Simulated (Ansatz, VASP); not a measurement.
# MgAl2C2 (MgAl2C2 (P-3m1)): VASP beside Ansatz, part 2 of 2

Aim: how closely do two programs agree when they are given the same cell, functional and k mesh?

VASP 6.6.1 and Ansatz 0.2.0.

So far: Set-up; VASP: single point, PBEsol.

### Step 3. Ansatz: single point, PBEsol

Level of this step: Ansatz beside VASP: Kohn-Sham DFT, plane waves, PBEsol (Ansatz).

Ansatz runs on its default PAW (the set named soft_2) files.

The same cell, functional, mesh and smearing now go to Ansatz, which takes its cutoff from its data sets.

The input, input.yaml:

```yaml
crystal:
  lattice:
    - [10.1304745446, 0.0, 0.0]
    - [-5.0652372723, 8.7732481764, 0.0]
    - [0.0, 0.0, 11.5357978376]
  atoms:
    - { symbol: Mg, position: [0.0, 0.0, 0.0] }
    - { symbol: Mg, position: [0.0, 0.0, 0.5] }
    - { symbol: Mg, position: [0.0, 0.3333333333, 0.0] }
    - { symbol: Mg, position: [0.0, 0.3333333333, 0.5] }
    - { symbol: Mg, position: [0.0, 0.6666666667, 0.0] }
    - { symbol: Mg, position: [0.0, 0.6666666667, 0.5] }
    - { symbol: Mg, position: [0.3333333333, 0.0, 0.0] }
    - { symbol: Mg, position: [0.3333333333, 0.0, 0.5] }
    - { symbol: Mg, position: [0.3333333333, 0.3333333333, 0.0] }
    - { symbol: Mg, position: [0.3333333333, 0.3333333333, 0.5] }
    - { symbol: Mg, position: [0.3333333333, 0.6666666667, 0.0] }
    - { symbol: Mg, position: [0.3333333333, 0.6666666667, 0.5] }
    - { symbol: Mg, position: [0.6666666667, 0.0, 0.0] }
    - { symbol: Mg, position: [0.6666666667, 0.0, 0.5] }
    - { symbol: Mg, position: [0.6666666667, 0.3333333333, 0.0] }
    - { symbol: Mg, position: [0.6666666667, 0.3333333333, 0.5] }
    - { symbol: Mg, position: [0.6666666667, 0.6666666667, 0.0] }
    - { symbol: Mg, position: [0.6666666667, 0.6666666667, 0.5] }
    - { symbol: Al, position: [0.2222222233, 0.11111111, 0.1751361392] }
    - { symbol: Al, position: [0.2222222233, 0.11111111, 0.6751361392] }
    - { symbol: Al, position: [0.2222222233, 0.4444444433, 0.1751361392] }
    - { symbol: Al, position: [0.2222222233, 0.4444444433, 0.6751361392] }
    - { symbol: Al, position: [0.2222222233, 0.7777777767, 0.1751361392] }
    - { symbol: Al, position: [0.2222222233, 0.7777777767, 0.6751361392] }
    - { symbol: Al, position: [0.5555555567, 0.11111111, 0.1751361392] }
    - { symbol: Al, position: [0.5555555567, 0.11111111, 0.6751361392] }
    - { symbol: Al, position: [0.5555555567, 0.4444444433, 0.1751361392] }
    - { symbol: Al, position: [0.5555555567, 0.4444444433, 0.6751361392] }
    - { symbol: Al, position: [0.5555555567, 0.7777777767, 0.1751361392] }
    - { symbol: Al, position: [0.5555555567, 0.7777777767, 0.6751361392] }
    - { symbol: Al, position: [0.88888889, 0.11111111, 0.1751361392] }
    - { symbol: Al, position: [0.88888889, 0.11111111, 0.6751361392] }
    - { symbol: Al, position: [0.88888889, 0.4444444433, 0.1751361392] }
    - { symbol: Al, position: [0.88888889, 0.4444444433, 0.6751361392] }
    - { symbol: Al, position: [0.88888889, 0.7777777767, 0.1751361392] }
    - { symbol: Al, position: [0.88888889, 0.7777777767, 0.6751361392] }
    - { symbol: Al, position: [0.11111111, 0.2222222233, 0.3248638608] }
    - { symbol: Al, position: [0.11111111, 0.2222222233, 0.8248638608] }
    - { symbol: Al, position: [0.11111111, 0.5555555567, 0.3248638608] }
    - { symbol: Al, position: [0.11111111, 0.5555555567, 0.8248638608] }
    - { symbol: Al, position: [0.11111111, 0.88888889, 0.3248638608] }
    - { symbol: Al, position: [0.11111111, 0.88888889, 0.8248638608] }
    - { symbol: Al, position: [0.4444444433, 0.2222222233, 0.3248638608] }
    - { symbol: Al, position: [0.4444444433, 0.2222222233, 0.8248638608] }
    - { symbol: Al, position: [0.4444444433, 0.5555555567, 0.3248638608] }
    - { symbol: Al, position: [0.4444444433, 0.5555555567, 0.8248638608] }
    - { symbol: Al, position: [0.4444444433, 0.88888889, 0.3248638608] }
    - { symbol: Al, position: [0.4444444433, 0.88888889, 0.8248638608] }
    - { symbol: Al, position: [0.7777777767, 0.2222222233, 0.3248638608] }
    - { symbol: Al, position: [0.7777777767, 0.2222222233, 0.8248638608] }
    - { symbol: Al, position: [0.7777777767, 0.5555555567, 0.3248638608] }
    - { symbol: Al, position: [0.7777777767, 0.5555555567, 0.8248638608] }
    - { symbol: Al, position: [0.7777777767, 0.88888889, 0.3248638608] }
    - { symbol: Al, position: [0.7777777767, 0.88888889, 0.8248638608] }
    - { symbol: C, position: [0.11111111, 0.2222222233, 0.134895658] }
    - { symbol: C, position: [0.11111111, 0.2222222233, 0.634895658] }
    - { symbol: C, position: [0.11111111, 0.5555555567, 0.134895658] }
    - { symbol: C, position: [0.11111111, 0.5555555567, 0.634895658] }
    - { symbol: C, position: [0.11111111, 0.88888889, 0.134895658] }
    - { symbol: C, position: [0.11111111, 0.88888889, 0.634895658] }
    - { symbol: C, position: [0.4444444433, 0.2222222233, 0.134895658] }
    - { symbol: C, position: [0.4444444433, 0.2222222233, 0.634895658] }
    - { symbol: C, position: [0.4444444433, 0.5555555567, 0.134895658] }
    - { symbol: C, position: [0.4444444433, 0.5555555567, 0.634895658] }
    - { symbol: C, position: [0.4444444433, 0.88888889, 0.134895658] }
    - { symbol: C, position: [0.4444444433, 0.88888889, 0.634895658] }
    - { symbol: C, position: [0.7777777767, 0.2222222233, 0.134895658] }
    - { symbol: C, position: [0.7777777767, 0.2222222233, 0.634895658] }
    - { symbol: C, position: [0.7777777767, 0.5555555567, 0.134895658] }
    - { symbol: C, position: [0.7777777767, 0.5555555567, 0.634895658] }
    - { symbol: C, position: [0.7777777767, 0.88888889, 0.134895658] }
    - { symbol: C, position: [0.7777777767, 0.88888889, 0.634895658] }
    - { symbol: C, position: [0.2222222233, 0.11111111, 0.365104342] }
    - { symbol: C, position: [0.2222222233, 0.11111111, 0.865104342] }
    - { symbol: C, position: [0.2222222233, 0.4444444433, 0.365104342] }
    - { symbol: C, position: [0.2222222233, 0.4444444433, 0.865104342] }
    - { symbol: C, position: [0.2222222233, 0.7777777767, 0.365104342] }
    - { symbol: C, position: [0.2222222233, 0.7777777767, 0.865104342] }
    - { symbol: C, position: [0.5555555567, 0.11111111, 0.365104342] }
    - { symbol: C, position: [0.5555555567, 0.11111111, 0.865104342] }
    - { symbol: C, position: [0.5555555567, 0.4444444433, 0.365104342] }
    - { symbol: C, position: [0.5555555567, 0.4444444433, 0.865104342] }
    - { symbol: C, position: [0.5555555567, 0.7777777767, 0.365104342] }
    - { symbol: C, position: [0.5555555567, 0.7777777767, 0.865104342] }
    - { symbol: C, position: [0.88888889, 0.11111111, 0.365104342] }
    - { symbol: C, position: [0.88888889, 0.11111111, 0.865104342] }
    - { symbol: C, position: [0.88888889, 0.4444444433, 0.365104342] }
    - { symbol: C, position: [0.88888889, 0.4444444433, 0.865104342] }
    - { symbol: C, position: [0.88888889, 0.7777777767, 0.365104342] }
    - { symbol: C, position: [0.88888889, 0.7777777767, 0.865104342] }
hamiltonian:
  xc: pbesol
  pseudopotentials: { kind: paw }
kpoints:
  mp_grid: { grid: [2, 2, 1] }
scf:
  occupations: { method: gaussian, width: 0.05 }
  n_extra_bands: 26
output:
  forces: true
  stress: true
  eigenvalues: true
```

On the command line:

```
$ ansatz run input.yaml --threads 16 --pin off --max-ram 36864MiB --backend cpu --events-out ev --progress --plain --runs-dir out
```

Numbers of over 12 decimals in the logs are rounded to 6 here.

The program printed:

```text
scf.n_extra_bands = 26 over 216 filled bands (N_el = 432.0): the run solves 242 bands
Engine: ansatz 0.2.0, aarch64-unknown-linux-gnu
Pseudopotentials: kind: paw
Pseudopotential: Mg, paw, valence charge 10, recommended cutoff 420 eV (normal), Mg.paw.azcp
Pseudopotential: Al, paw, valence charge 3, recommended cutoff 420 eV (normal), Al.paw.azcp
Pseudopotential: C, paw, valence charge 4, recommended cutoff 420 eV (normal), C.paw.azcp
Functional definition: PBEsol
  exchange = pbesol_x
  correlation = pbesol_c
Crystal: 90 atoms, lattice volume = 1025.269 Å³
Basis set: ecut = 420 eV, 19971 PW (Γ), exchange–correlation on 144×144×160 points (8 copies of the dense FFT grid, shifted against one another)
Bands: 242, of which v1, the nominal top of the filled ones, is band 216 counted from 1 (215 counted from 0)
Symmetry: 216 space group operations
Space group: P-3m1 (ITA 164), of the structure as read, at distance tolerance 1.0e-4 Å
k-points: 2 of 4
Non-local potential: Mg, projectors of the file, l = 0: 3, l = 1: 2, l = 2: 1
Non-local potential: Al, projectors of the file, l = 0: 2, l = 1: 2, l = 2: 1
Non-local potential: C, projectors of the file, l = 0: 2, l = 1: 2, l = 2: 1
PAW form: soft (Blöchl's): semilocal exchange-correlation on the pseudo side does not see the compensation charge
PAW frozen core: Mg, regenerated for the run's functional, and the local potential with it (the file was generated under x = pbe(κ = 0.804, μ = 0.219515), c = pbe(β = 0.066725))
PAW frozen core: Al, regenerated for the run's functional, and the local potential with it (the file was generated under x = pbe(κ = 0.804, μ = 0.219515), c = pbe(β = 0.066725))
PAW frozen core: C, regenerated for the run's functional, and the local potential with it (the file was generated under x = pbe(κ = 0.804, μ = 0.219515), c = pbe(β = 0.066725))
PAW one-centre angular grid: Mg, 110 points (default); XC on 64 Gauss nodes
PAW one-centre angular grid: Al, 110 points (default); XC on 64 Gauss nodes
PAW one-centre angular grid: C, 110 points (default); XC on 64 Gauss nodes
Initial density: superposition of atomic densities (neutral atoms: chi_scale 0, normalization atom), corrected by the library's trained network
Initial wavefunctions: pseudopotential atomic-orbital guess
Functional: x = pbesol(κ = 0.804, μ = 0.123457), c = pbesol(β = 0.046)
SCF iter   1: F=—  HF=-62188.482334 eV  |F-HF|=—  |Δ(HF+E_count)|=         —  Δρ=7.12e-3  dr2=7.15e-1  ethr=1.77e-3  ⟨swp⟩=6.5  Hψ=2181  notcnv=0  defer=7
preconditioner: auto → Resta (q_TF=auto, 2.362 Å⁻¹)  ε∞=6.5  [insulator: Δε(μ)=1.779 eV  Ē_g=8.418 eV  σ=0.050 eV  W_gap=1.00  n_scr=224 (ndim 8)  ℏωp=19.7 eV  f_vac=0.000  D(μ)=0.00/eV (n_scr^D=0)  ε∞_Penn≈6.5]
SCF iter   2: F=—  HF=-62188.277048 eV  |F-HF|=—  |Δ(HF+E_count)|=   2.05e-1  Δρ=1.97e-3  dr2=5.61e-2  ethr=1.65e-4  ⟨swp⟩=2.0  Hψ=812  notcnv=0  defer=33
SCF iter   3: F=—  HF=-62188.263594 eV  |F-HF|=—  |Δ(HF+E_count)|=   1.35e-2  Δρ=6.80e-4  dr2=4.20e-3  ethr=1.30e-5  ⟨swp⟩=2.0  Hψ=734  notcnv=0  defer=33
SCF iter   4: F=—  HF=-62188.263048 eV  |F-HF|=—  |Δ(HF+E_count)|=   5.46e-4  Δρ=8.62e-5  dr2=9.54e-5  ethr=9.73e-7  ⟨swp⟩=2.0  Hψ=598  notcnv=0  defer=33
SCF iter   5: F=—  HF=-62188.261228 eV  |F-HF|=—  |Δ(HF+E_count)|=   1.82e-3  Δρ=2.66e-5  dr2=6.76e-6  ethr=2.21e-8  ⟨swp⟩=2.0  Hψ=732  notcnv=0  defer=33
SCF iter   6: F=—  HF=-62188.261229 eV  |F-HF|=—  |Δ(HF+E_count)|=   1.81e-7  Δρ=5.30e-6  dr2=2.42e-7  ethr=1.56e-9  ⟨swp⟩=2.0  Hψ=850  notcnv=0  defer=33
SCF iter   7: F=-62188.261228 eV  HF=-62188.261228 eV  |F-HF|=5.16e-9  |Δ(HF+E_count)|=   6.71e-8  Δρ=1.10e-6  dr2=1.65e-8  ethr=2.31e-11  ⟨swp⟩=10.0  Hψ=1897  notcnv=0
SCF 1 converged in 7 iterations: F = -62188.261228 eV  dr2 = 1.65e-8
  greatest PAW one-centre occupation: 1.000 electrons in one spin orbital (limit 2), on the Mg atom at site 17 (counted from 0), in its partial waves of l = 0
SCF converged after 7 iterations
Free energy (F): -62188.261228 eV
Harris-Foulkes:  -62188.261228 eV  (|F-HF|=5.16e-9)
Internal energy: -62188.261228 eV  (E = F + TS)
E sigma→0 (E₀):  -62188.261228 eV
Fermi energy:    9.525577 eV
--- Per-component energies (eV) ---
  E_band       = -4920.171210
  E_kinetic    = 5509.277091
  E_local      = -32942.882710  (includes V_loc(G=0)·N_el)
  E_nonlocal   = 3048.241945
  E_hartree    = 12125.783294
  E_xc         = -3717.650555
  E_vxc        = -3940.965240  (∫ρ·V_xc dr)
  E_paw        = -24861.583924  (= ΣΔE_a)
  E_vpaw       = -845.413351  (= ΣTr[D̂ρ^β])
  E_aug_tail   = 0.000018  (compensation charges beyond the density's cutoff)
  E_ewald      = -21351.954530
  E_core_change = 2.508144  (= ΣΔE_core)
  E_smearing   = -0.000000  (= −TS)
  E_closure    = -0.000000  (closes the sum)
  Σ components = -62188.261228   (vs F -62188.261228, Δ=0.00e0)
--- Forces (eV/Å), atoms counted from 1 ---
  atom   1  Mg    -0.00000000     0.00000000    -0.00000000
  atom   2  Mg    -0.00000000     0.00000000     0.00000000
  atom   3  Mg    -0.00000000    -0.00000000     0.00000000
  atom   4  Mg    -0.00000000    -0.00000000     0.00000000
  atom   5  Mg    -0.00000000    -0.00000000     0.00000000
  atom   6  Mg    -0.00000000    -0.00000000     0.00000000
  atom   7  Mg     0.00000000     0.00000000     0.00000000
  atom   8  Mg    -0.00000000     0.00000000     0.00000000
  atom   9  Mg    -0.00000000    -0.00000000     0.00000000
  atom  10  Mg     0.00000000    -0.00000000     0.00000000
  atom  11  Mg    -0.00000000     0.00000000     0.00000000
  atom  12  Mg     0.00000000    -0.00000000    -0.00000000
  atom  13  Mg     0.00000000     0.00000000     0.00000000
  atom  14  Mg     0.00000000     0.00000000    -0.00000000
  atom  15  Mg     0.00000000     0.00000000    -0.00000000
  atom  16  Mg     0.00000000     0.00000000    -0.00000000
  atom  17  Mg     0.00000000    -0.00000000     0.00000000
  atom  18  Mg     0.00000000     0.00000000    -0.00000000
  atom  19  Al    -0.00000000    -0.00000000    -0.01820751
  atom  20  Al     0.00000000    -0.00000000    -0.01820751
  atom  21  Al    -0.00000000    -0.00000000    -0.01820751
  atom  22  Al     0.00000000    -0.00000000    -0.01820751
  atom  23  Al    -0.00000000    -0.00000000    -0.01820751
  atom  24  Al    -0.00000000    -0.00000000    -0.01820751
[...]
atom  83  C     -0.00000000    -0.00000000     0.02079784
  atom  84  C      0.00000000    -0.00000000     0.02079784
  atom  85  C     -0.00000000    -0.00000000     0.02079784
  atom  86  C      0.00000000     0.00000000     0.02079784
  atom  87  C      0.00000000    -0.00000000     0.02079784
  atom  88  C      0.00000000    -0.00000000     0.02079784
  atom  89  C     -0.00000000    -0.00000000     0.02079784
  atom  90  C     -0.00000000    -0.00000000     0.02079784
  max |Σ_I F_I| component: 2.74e-16 eV/Å
--- Stress (GPa, compression-positive) ---
       -0.028354       0.000000       0.000000
       -0.000000      -0.028354      -0.000000
        0.000000      -0.000000       0.099250
  P = ⅓ Tr σ = 0.0142 GPa (0.142 kbar)
--- Band table (eV) ---
  k-point 0: bands = [... 212 lower, 8.1947, 8.3906, 8.4073, 8.4073, 10.9796, 10.9796, 11.2188, 11.2188, ... 22 higher]
  k-point 1: bands = [... 212 lower, 8.2251, 8.2251, 8.5958, 8.5958, 10.4544, 10.5558, 11.4139, 11.4139, ... 22 higher]
```

Wall time 4 s (16 threads of Arm Neoverse V1, shared host); peak memory 2.9 GiB; 47 s of CPU time.

The run ends at a pressure of 0.01 GPa, with forces up to 0.021 eV/Å.

### Step 4. Side by side

Known differences besides the potentials themselves: the data sets hold 432 valence electrons in Ansatz (default PAW (the set named soft_2) files) and 288 in VASP; the cutoff is 420 eV in Ansatz and 400 eV in VASP (PREC = Normal, projectors in real space); Ansatz makes its cores anew for this functional, VASP keeps those of its PBE data sets; VASP leaves aspherical gradient terms in its spheres out (LASPH is not set), Ansatz keeps them. Total energies have different zeros and are not compared.

The two programs side by side:

```tsv
quantity	Ansatz	VASP	difference
pressure (GPa)	0.01	-0.77	+0.79
pressure without Ansatz's Pulay correction (GPa)	-0.20	-0.77	+0.58
gap on the k mesh (eV)	1.859	1.860	-0.001
```

At this near-relaxed geometry the largest component of a force difference is 16 meV/Å. A gap on the mesh is an upper bound, since the band edges may lie between its points. Ansatz's pressure holds a Pulay correction of 0.21 GPa; VASP's holds none.

### Step 5. Results

```
difference in gap on the k mesh (single point, PBEsol) : -1.0e-3 eV
difference in pressure (single point, PBEsol)          : 0.79 GPa
```

The difference in pressure is 0.79 GPa (single point, PBEsol), within the 1 GPa picked in this series as the mark of a large difference. Such differences can come from data sets, numerical settings and the points named under the comparisons, not from the functional's error against experiment.

[Lines on the potential files, build, host, timing and source positions are cut from VASP's logs without a mark.]

[Logs are printed without paths, hosts, clocks, repeated set-up lines and the standing remarks that a program may print on its own settings, such as how far it seeks lower states.]

[Hosts, paths, dates, database ids (printed as entryN), source tags and the programs' standing remarks are cut or masked in the printed files.]
